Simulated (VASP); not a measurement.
An input for Quantum ESPRESSO's pw.x (written as the equivalent of a VASP run, and not itself run):

```
&CONTROL
  calculation = 'vc-relax'
  pseudo_dir = './pseudo'
  outdir = './out'
  tprnfor = .true.
  tstress = .true.
  nstep = 60
  forc_conv_thr = 0.00078
/
&SYSTEM
  ibrav = 0
  nat = 6
  ntyp = 2
  ecutwfc = 84
  occupations = 'smearing'
  smearing = 'gaussian'
  degauss = 0.003675
  input_dft = 'pbesol'
/
&ELECTRONS
  conv_thr = 7.3e-08
  electron_maxstep = 100
/
&IONS
/
&CELL
/
ATOMIC_SPECIES
  Si 28.085 Si.upf
  O 15.999 O.upf
CELL_PARAMETERS angstrom
     4.1938819    0.0000000    0.0000000
    -0.0000000    4.1938819    0.0000000
     0.0000000    0.0000000    2.6825246
ATOMIC_POSITIONS crystal
  Si   0.0000000  0.0000000  0.0000000
  Si   0.5000000  0.5000000  0.5000000
  O    0.3057128  0.3057128  0.0000000
  O    0.8057128  0.1942872  0.5000000
  O    0.1942872  0.8057128  0.5000000
  O    0.6942872  0.6942872  0.0000000
K_POINTS automatic
  5 5 7 0 0 0
```

Problem. Write the VASP files for the same calculation (PBEsol).

Solution. One answer among several that fit: 
POSCAR:
```
SiO2
1
    4.1938818509     0.0000000000     0.0000000000
   -0.0000000000     4.1938818509     0.0000000000
    0.0000000000     0.0000000000     2.6825246477
Si O
2 4
Direct
  0.0000000000   0.0000000000   0.0000000000
  0.5000000000   0.5000000000   0.5000000000
  0.3057128375   0.3057128375   0.0000000000
  0.8057128375   0.1942871625   0.5000000000
  0.1942871625   0.8057128375   0.5000000000
  0.6942871625   0.6942871625   0.0000000000
```

INCAR:
```
ALGO = Normal
EDIFF = 1E-6
EDIFFG = -0.02
ENCUT = 520
GGA = PS
IBRION = 2
ISIF = 3
ISMEAR = 0
LASPH = .TRUE.
LCHARG = .FALSE.
LREAL = .FALSE.
LWAVE = .FALSE.
NELM = 100
NSW = 60
PREC = Accurate
SIGMA = 0.05
SYSTEM = SiO2
```

KPOINTS:
```
kpoints
0
gamma
 5 5 7
```

POTCAR, in this order: Si O (PBE.64 set). Program: vasp_std.

What does not carry over: the potentials are each code's own (VASP's PAW set, PseudoDojo norm-conserving files in pw.x), so ENCUT and ecutwfc are chosen apart and not converted; conv_thr bounds pw.x's estimated SCF error, while EDIFF bounds the energy change between steps; forc_conv_thr acts on force components and is met together with etot_conv_thr.

The compound is SiO2 in the rutile structure, stishovite, a high-pressure form. This run relaxes it. Symmetry was kept, so distortions that lower it aren't found. The start is the result of an earlier pass.
